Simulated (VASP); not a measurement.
Energy against volume of CoAl (CsCl type). Computed with PBE GGA with D4 dispersion, VASP's PBE PAW potentials (set 64) (plane waves; VASP 6.6.1). Numerical set-up: 520 eV cut-off, 13×13×13 Γ-centred mesh, first-order Methfessel-Paxton smearing of 0.10 eV, potentials Al Co.

| V (Å³/atom) | E (eV/atom) |
|---|---|
| 10.898 | -6.43319 |
| 11.235 | -6.43958 |
| 11.572 | -6.43372 |
| 11.909 | -6.41743 |

Q: Fit these four points and predict the energy of the run at 10.561 Å³/atom.

A: A cubic in V^(−2/3), the third-order Birch-Murnaghan form, passes through the four points with V0 = 11.23 Å³/atom and B0 = 194 GPa, and gives -6.4124 eV/atom there. The run gave -6.4125 eV/atom, -0.1 meV/atom from the fit; all five points give B0 = 194 GPa.

The compound is CoAl in the CsCl type structure. It was relaxed first. The run is not spin-polarised, so no magnetic state was tried.
